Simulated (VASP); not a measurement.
# TaCuN2: single point with LDA+U

TaCuN2:

```
CELL_PARAMETERS angstrom
1.56800 0.90529 5.81267
-1.56800 0.90529 5.81267
0.00000 -1.81057 5.81267
ATOMIC_POSITIONS crystal
Ta 0.50000 0.50000 0.50000
Cu 0.00000 0.00000 0.00000
N 0.11900 0.11900 0.11900
N 0.88100 0.88100 0.88100
```

```yaml
Program: VASP 6.6.1
Task: single point
Functional: LDA
Potentials_or_basis: VASP PAW LDA potentials, release 64 (Ta_pv, Cu, N)
Cutoff: 520 eV
k_mesh: 7 × 7 × 7
Occupations: gaussian, width 0.05 eV
Spin: collinear spin, zero start
Starting_moments: "[0.0, -0.0, -0.0, -0.0] μB"
Hubbard_terms: Ta d U = 4.0 eV, Cu d U = 4.0 eV
```

| Item | Value |
| --- | --- |
| Pressure | 20.7 GPa |
| Largest force | 6.834 eV/Å |
| Band gap on the k mesh | 1.28 eV, indirect (least direct gap 1.94 eV) |
| Net moment | 0.00 μB per cell |
| Valence electrons inside the program's atomic spheres | Ta 9.05; Cu 9.91; N 3.84 |

Forces in eV/Å, atoms in the order of the input:
```
Ta   0.000  0.000  0.000
Cu   0.000  0.000  0.000
N    0.000  0.000 -6.834
N    0.000  0.000  6.834
```

Stress tensor (GPa, compression positive):
```
30.16  0.00  0.00
 0.00 30.16  0.00
 0.00  0.00  1.66
```

Levels at points of the mesh, in eV from the valence-band top:
Spin up:
```tsv
k point	band 13	band 14	band 15	band 16	band 17	band 18	band 19	band 20
(0.00, 0.00, 0.00)	-2.42	-2.28	-0.31	-0.31	1.63	2.26	2.26	4.80
```
Spin down:
```
           k point  band 13  band 14  band 15  band 16  band 17  band 18  band 19  band 20
(0.00, 0.00, 0.00)    -2.42    -2.28    -0.31    -0.31     1.63     2.26     2.26     4.80
```

Eigenvalues of the final occupation matrices:
| site | spin | trace | eigenvalues |
| --- | --- | --- | --- |
| site 1 d | 1 | 1.14 | 0.13 0.15 0.15 0.35 0.35 |
| site 1 d | 2 | 1.14 | 0.13 0.15 0.15 0.35 0.35 |
| site 2 d | 1 | 4.69 | 0.88 0.95 0.95 0.96 0.96 |
| site 2 d | 2 | 4.69 | 0.88 0.95 0.95 0.96 0.96 |

It took 13 min on 1 thread of AMD EPYC 7R43 64-Core Processor (Zen 3), with other jobs on the host, peak memory 0.3 GiB.

Caveat: spin-orbit coupling is left out, which moves the levels of the heavy elements; an odd mesh through Γ misses points on the zone boundary, where band edges often lie; forces of over 1 eV/Å show positions far from the minimum, so gaps and moduli don't describe the material at rest. The state reached can hang on the start; a lower one may exist.
